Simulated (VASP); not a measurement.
A run of VASP 6.6.1 is set up as follows.

Contents of INCAR:

```
SYSTEM = H5C2N
  ALGO = Fast
  EDIFF = 1E-6
  ENCUT = 520
  GGA = PE
  ISIF = 2
  ISMEAR = -1
  IVDW = 12
  LASPH = .True.
  LCHARG = .False.
  LREAL = Auto
  LWAVE = .False.
  NBANDS = 58
  NELM = 80
  PREC = Accurate
  SIGMA = 0.02
```

KPOINTS

```
k-points
0
Gamma
  1 1 1
  0 0 0
```

File POSCAR:

```
H5C2N
1.0
    8.0145570000      0.0000000000      0.0000000000
    0.0000000000      8.0145570000      0.0000000000
    0.0000000000      0.0000000000      8.0145570000
C N H
8 4 20
Direct
    0.2903092460      0.5484270684      0.4613355423
    0.2410239268      0.5584338598      0.6385505774
    0.1298013103      0.0349364288      0.6299162886
    0.1627164171      0.0851700225      0.7970746231
    0.8875849283      0.4830210828      0.0348740423
    0.9007859074      0.3900028411      0.1912270385
    0.5275775068      0.0821754715      0.2818745939
    0.5480652268     -0.0567592195      0.4022181139
    0.2250030788      0.5514340967      0.7824761868
    0.1945210446      0.1281667845      0.9309435319
    0.9005114069      0.3294630009      0.3221762600
    0.5759519834     -0.1644757159      0.4991417492
    0.4207344211      0.4941133989      0.4616849066
    0.2142850815      0.4413469141      0.4064978264
    0.2680996592      0.6653268546      0.3869833354
    0.2503694215      0.0065381031      0.5702997683
    0.0532655766     -0.0842467026      0.6263353046
    0.0571460157      0.1293022185      0.5636119376
    0.7596676897      0.5421260339      0.0336263127
    0.9681633058      0.5925592643      0.0390165046
    0.9241184510      0.4095173320     -0.0683755821
    0.6320374289      0.1659979460      0.3089253717
    0.5457818816      0.0318046275      0.1585739549
    0.4102784471      0.1518611696      0.2985816933
    0.8313622325      0.1608822546      0.8909288436
    0.8089155770      0.1115470262      0.9683005561
    0.9370823615      0.9363711556      0.2553603399
    0.9886011167      0.9810398753      0.1920131081
    0.5310461951      0.3817553484      0.0597412932
    0.4830335601      0.3585226233     -0.0168693042
    0.3827535321      0.8301269802      1.0296638978
    0.4482468588      0.7697618221      1.0295640795
```

Potentials or basis: VASP PAW PBE potentials, release 64 (C, N, H).

The run is started by

```console
$ cat potpaw_PBE.64/C/POTCAR potpaw_PBE.64/N/POTCAR potpaw_PBE.64/H/POTCAR > POTCAR
$ mpirun -np 1 vasp_gam > vasp.out
```

Q: Predict the band gap on the k mesh.

A: 6.57 eV, direct.

Q: Estimate the pressure.

A: -0.5 GPa.

Q: What does it give for the largest force?

A: 2.363 eV/Å.

Stress tensor (GPa, compression positive):
```
-0.71  0.59 -0.09
 0.59 -1.21  0.92
-0.09  0.92  0.56
```

Caveat: the standard files for N, O and F lose accuracy on very short bonds. As with any semilocal functional, this PBE gap is likely too small.
